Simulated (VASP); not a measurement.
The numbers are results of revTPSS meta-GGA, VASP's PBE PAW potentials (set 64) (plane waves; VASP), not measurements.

VASP input:

### KPOINTS
```
Automatic mesh
0
Gamma
16 16 16
0 0 0
```

### POSCAR
```
Mo
3.2059310
 -0.5000000308   0.5000000308   0.5000000308
  0.5000000308  -0.5000000308   0.5000000308
  0.5000000308   0.5000000308  -0.5000000308
Mo
1
direct
  0.0000000000   0.0000000000   0.0000000000
```

**INCAR**
```
SYSTEM = Mo
PREC = Accurate; ENCUT = 520; LREAL = F
LASPH = T
EDIFF = 1E-7; NELM = 100; ALGO = Normal
LMAXMIX = 4; LMIXTAU = T
ISMEAR = 1; SIGMA = 0.1
METAGGA = RTPSS
ISIF = 2
LWAVE = F; LCHARG = F
```

POTCAR, in this order: Mo_sv (PBE.64 set). Program: vasp_std.

The run wrote:

**OUTCAR**
```
 ion  position               nearest neighbor table
   1  0.000  0.000  0.000-
  LATTYP: Found a body centered cubic cell.
 ALAT       =     3.2059311976
 Subroutine PRICEL returns:
 Original cell was already a primitive cell.
 Subroutine GETGRP returns: Found 48 space group operations
The static configuration has the point symmetry O_h .
The dynamic configuration has the point symmetry O_h .
 Subroutine INISYM returns: Found 48 space group operations
 Subroutine IBZKPT returns following result:
 Found    145 irreducible k-points:

 Following reciprocal coordinates:
            Coordinates               Weight
  0.000000  0.000000  0.000000      1.000000
  0.062500  0.000000  0.000000     12.000000
  0.125000  0.000000  0.000000     12.000000
  0.187500  0.000000  0.000000     12.000000
  0.250000  0.000000  0.000000     12.000000
  0.312500  0.000000  0.000000     12.000000
  0.375000  0.000000  0.000000     12.000000
  0.437500  0.000000  0.000000     12.000000
  0.500000  0.000000  0.000000      6.000000
  0.062500  0.062500  0.000000     24.000000
...
```

**OSZICAR**
```
       N       E                     dE             d eps       ncg     rms          rms(c)
DAV:   1     0.194706444694E+03    0.19471E+03   -0.10926E+04  3638   0.266E+03
DAV:   2     0.692450114172E+02   -0.12546E+03   -0.11720E+03  4144   0.435E+02
DAV:   3     0.633399080745E+02   -0.59051E+01   -0.55389E+01  4469   0.116E+02
DAV:   4     0.632321783075E+02   -0.10773E+00   -0.10698E+00  4219   0.149E+01
DAV:   5     0.632294947946E+02   -0.26835E-02   -0.26828E-02  4677   0.226E+00    0.363E+01
DAV:   6     0.522972158855E+01   -0.58000E+02   -0.43752E+02  3190   0.349E+02    0.112E+01
DAV:   7     0.986682260212E+00   -0.42430E+01   -0.38031E+00  3781   0.319E+01    0.873E+00
DAV:   8     0.258406409764E+01    0.15974E+01   -0.45532E+00  3337   0.296E+01    0.714E+00
DAV:   9     0.162660382344E+01   -0.95746E+00   -0.41052E-01  3376   0.874E+00    0.721E+00
DAV:  10     0.115966732583E+01   -0.46694E+00   -0.47327E-01  3316   0.950E+00    0.265E+00
DAV:  11     0.111193568412E+01   -0.47732E-01   -0.12593E-01  3490   0.520E+00    0.618E-01
DAV:  12     0.111877080247E+01    0.68351E-02   -0.17392E-02  3736   0.144E+00    0.268E-01
DAV:  13     0.110958667794E+01   -0.91841E-02   -0.18306E-03  3307   0.661E-01    0.578E-02
DAV:  14     0.110953829871E+01   -0.48379E-04   -0.41514E-05  4595   0.983E-02    0.229E-02
DAV:  15     0.110954474130E+01    0.64426E-05   -0.16723E-05  3382   0.621E-02    0.295E-02
DAV:  16     0.110951677634E+01   -0.27965E-04   -0.11795E-05  3379   0.547E-02    0.143E-02
DAV:  17     0.110952283929E+01    0.60630E-05   -0.93799E-07  3493   0.134E-02    0.348E-03
DAV:  18     0.110952092810E+01   -0.19112E-05   -0.10597E-07  1919   0.495E-03    0.938E-04
DAV:  19     0.110952219073E+01    0.12626E-05   -0.20365E-08  1673   0.196E-03    0.457E-04
DAV:  20     0.110952148666E+01   -0.70407E-06   -0.49074E-09  1664   0.962E-04    0.584E-05
DAV:  21     0.110952163187E+01    0.14522E-06   -0.35165E-10  1628   0.259E-04    0.300E-05
DAV:  22     0.110952146194E+01   -0.16993E-06   -0.27025E-10  1640   0.235E-04    0.297E-05
DAV:  23     0.110952151027E+01    0.48332E-07   -0.37530E-11  1628   0.806E-05
   1 F= 0.11095215E+01 E0= 0.11094057E+01  d E =0.347493E-03
```

### OUTCAR
```
------------------------ aborting loop because EDIFF is reached ----------------------------------------
  FORCE on cell =-STRESS in cart. coord.  units (eV):
  Direction    XX          YY          ZZ          XY          YZ          ZX
  --------------------------------------------------------------------------------------
  Total       -1.5299586     -1.5299586     -1.5299586      0.0000000      0.0000000      0.0000000
  in kB     -148.7844902   -148.7844902   -148.7844902      0.0000000      0.0000000      0.0000000
  external PRESSURE =    -148.7844902 kB  Pullay stress =       0.0000000 kB
  volume of cell :       16.48
      direct lattice vectors                 reciprocal lattice vectors
    -1.602965599  1.602965599  1.602965599     0.000000000  0.311921853  0.311921853
     1.602965599 -1.602965599  1.602965599     0.311921853  0.000000000  0.311921853
     1.602965599  1.602965599 -1.602965599     0.311921853  0.311921853  0.000000000
 POSITION                                       TOTAL-FORCE (eV/Angst)
 -----------------------------------------------------------------------------------
      0.00000      0.00000      0.00000        -0.000000      0.000000     -0.000000
 -----------------------------------------------------------------------------------
    total drift:                                0.000000      0.000000     -0.000000
  FREE ENERGIE OF THE ION-ELECTRON SYSTEM (eV)
  ---------------------------------------------------
  free  energy   TOTEN  =         1.1095215103 eV

  energy  without entropy=        1.1091740172  energy(sigma->0) =        1.10940568
```
(Selected blocks of OUTCAR.)

The compound is Mo in the bcc structure. This cell is one point of a volume scan, at 1.06 of the reference volume.
